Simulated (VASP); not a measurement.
A convergence study with VASP on Mg2Ge (antifluorite): one setting is varied, all else stays as given below, so the limit is that of these other settings.

```
CELL_PARAMETERS angstrom
      0.00000     3.19500     3.19500
      3.19500     0.00000     3.19500
      3.19500     3.19500     0.00000
ATOMIC_POSITIONS crystal
  Mg 0.25000 0.25000 0.25000
  Mg 0.75000 0.75000 0.75000
  Ge 0.00000 0.00000 0.00000
```

Method: PBE GGA, VASP's PBE PAW potentials (set 64) (plane waves; VASP). The tightest run used: 550 eV cut-off, 15×15×15 Γ-centred mesh, tetrahedra with Blöchl corrections, potentials Mg Ge_d.

Gaps are read on the run's mesh, which can miss a band edge.

Q: The settings run are 3×3×3 mesh; 4×4×4 mesh; 5×5×5 mesh; 6×6×6 mesh; 7×7×7 mesh; 8×8×8 mesh; 9×9×9 mesh; 10×10×10 mesh; 11×11×11 mesh; 12×12×12 mesh; 13×13×13 mesh; 14×14×14 mesh; 15×15×15 mesh. From which on does the stress (every component) stay within 0.1 GPa of the tightest run?

A: From 6×6×6 mesh on: it is off by 0.08 there and by no more than 0.1 in any finer run, while 5×5×5 mesh is off by 0.13.
```csv
setting,E (eV/atom),pressure (GPa),gap on the mesh (eV),irreducible k-points,difference judged (GPa)
3×3×3 mesh,-2.5999,0.41,0.793,4,0.23
4×4×4 mesh,-2.7267,0.44,0.109,8,0.20
5×5×5 mesh,-2.7651,0.51,0.398,10,0.13
6×6×6 mesh,-2.7784,0.56,0.141,16,0.08
7×7×7 mesh,-2.7834,0.59,0.282,20,0.04
8×8×8 mesh,-2.7855,0.61,0.148,29,0.03
9×9×9 mesh,-2.7864,0.62,0.232,35,0.02
10×10×10 mesh,-2.7868,0.63,0.150,47,0.01
11×11×11 mesh,-2.7870,0.63,0.206,56,0.00
12×12×12 mesh,-2.7871,0.63,0.151,72,0.00
13×13×13 mesh,-2.7871,0.64,0.190,84,0.00
14×14×14 mesh,-2.7872,0.64,0.151,104,0.00
15×15×15 mesh,-2.7872,0.64,0.181,120,0.00
```

Left out are rungs that failed or repeat a setting and relaxations that didn't move; long series are thinned to 24 rows.

The compound is Mg2Ge in the antifluorite structure. The cell was not relaxed at this level.
